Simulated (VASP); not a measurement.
Consider the following.

```
CELL_PARAMETERS angstrom
      0.00000     2.69597     2.69597
      2.69597     0.00000     2.69597
      2.69597     2.69597     0.00000
ATOMIC_POSITIONS crystal
  Cu 0.00000 0.00000 0.00000
  Cl 0.25000 0.25000 0.25000
```

Calculation: PBE GGA with D3 dispersion (Becke-Johnson damping), VASP's PBE PAW potentials (set 64) (plane waves; VASP). Run with 520 eV cut-off, 9×9×9 Γ-centred mesh, Gaussian smearing of 0.050 eV, potentials Cu Cl.

Task: Estimate the energy per atom (σ→0), pressure, band gap (on the k-mesh) with the smallest direct gap where there is one.

Result: 
```
Item                                          Value
-----------------------------------  --------------
band gap (on the k-mesh)                    0.57 eV
smallest direct gap (on the k-mesh)         0.57 eV
energy per atom (σ→0)                -3.453 eV/atom
pressure                                  -1.54 GPa
```

The compound is CuCl in the zinc blende structure. This cell is one point of a volume scan, at 1.03 of the reference volume.
